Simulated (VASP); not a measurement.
A convergence study with VASP on SiO₂ (rutile): one setting is varied, all else stays as given below, so the limit is that of these other settings.

```
CELL_PARAMETERS angstrom
      4.18000     0.00000     0.00000
      0.00000     4.18000     0.00000
      0.00000     0.00000     2.67000
ATOMIC_POSITIONS crystal
  Si 0.00000 0.00000 0.00000
  Si 0.50000 0.50000 0.50000
  O  0.30600 0.30600 0.00000
  O  0.80600 0.19400 0.50000
  O  0.19400 0.80600 0.50000
  O  0.69400 0.69400 0.00000
```

These are PBE GGA, VASP's PBE PAW potentials (set 64) (plane waves; VASP 6.6.1) values and carry that method's errors. The tightest run used: 700 eV cut-off, 11×11×17 Γ-centred mesh, Gaussian smearing of 0.050 eV, potentials Si O.

### Question
The settings run are 1×1×1 mesh; 1×1×2 mesh; 2×2×3 mesh; 3×3×4 mesh; 3×3×5 mesh; 4×4×6 mesh; 5×5×7 mesh; 5×5×8 mesh; 6×6×9 mesh; 7×7×10 mesh; 7×7×11 mesh; 8×8×12 mesh; 9×9×13 mesh; 9×9×14 mesh; 10×10×15 mesh; 11×11×16 mesh; 11×11×17 mesh. From which on does the stress (every component) stay within 0.1 GPa of the tightest run?

### Answer
From 3×3×5 mesh on: it is off by 0.05 there and by no more than 0.1 in any finer run, while 3×3×4 mesh is off by 0.37.
```csv
setting,E (eV/atom),pressure (GPa),largest force (eV/Å),irreducible k-points,difference judged (GPa)
1×1×1 mesh,-5.6294,32.06,3.232,1,48.67
1×1×2 mesh,-7.7096,1.66,0.019,2,14.03
2×2×3 mesh,-7.6972,9.89,0.085,6,1.79
3×3×4 mesh,-7.7138,9.86,0.103,9,0.37
3×3×5 mesh,-7.7158,9.85,0.103,9,0.05
4×4×6 mesh,-7.7162,9.86,0.103,24,0.01
5×5×7 mesh,-7.7163,9.86,0.103,24,0.00
5×5×8 mesh,-7.7163,9.86,0.103,30,0.00
6×6×9 mesh,-7.7163,9.86,0.103,50,0.00
7×7×10 mesh,-7.7163,9.86,0.103,60,0.00
7×7×11 mesh,-7.7163,9.86,0.103,60,0.00
8×8×12 mesh,-7.7163,9.86,0.103,105,0.00
9×9×13 mesh,-7.7163,9.86,0.103,105,0.00
9×9×14 mesh,-7.7163,9.86,0.103,120,0.00
10×10×15 mesh,-7.7163,9.86,0.103,168,0.00
11×11×16 mesh,-7.7163,9.86,0.103,189,0.00
11×11×17 mesh,-7.7163,9.86,0.103,189,0.00
```

Left out are rungs that failed or repeat a setting and relaxations that didn't move; long series are thinned to 24 rows.

The compound is SiO2 in the rutile structure, stishovite, a high-pressure form. The cell was not relaxed at this level, forces remain on its atoms.
